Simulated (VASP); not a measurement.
Input:

```xyz
2
Lattice="3.3151 0.0000 0.0000 0.0000 3.3151 0.0000 0.0000 0.0000 3.3151" Properties=species:S:1:pos:R:3 pbc="T T T"
Zr     0.0000     0.0000     0.0000
Si     1.6576     1.6576     1.6576
```

All values below come from PBE GGA, VASP's PBE PAW potentials (set 64) (plane waves; VASP 6.6.1). Run with 400 eV cut-off, 12×12×12 Γ-centred mesh, tetrahedra with Blöchl corrections, potentials Zr_sv Si.

Problem. Estimate the energy per atom (σ→0), band gap (on the k-mesh) with the smallest direct gap where there is one.

Solution. 
```yaml
band gap (on the k-mesh): none (metal, semimetal or under 0.01 eV)
energy per atom (σ→0): -7.323 eV/atom
```

Only differences to runs with the same potentials and settings are physical.

The structure was generated: ZrSi was put into the CsCl type type (Pm-3m), which need not be its known phase. It was relaxed first, which changed the volume by -29 %.
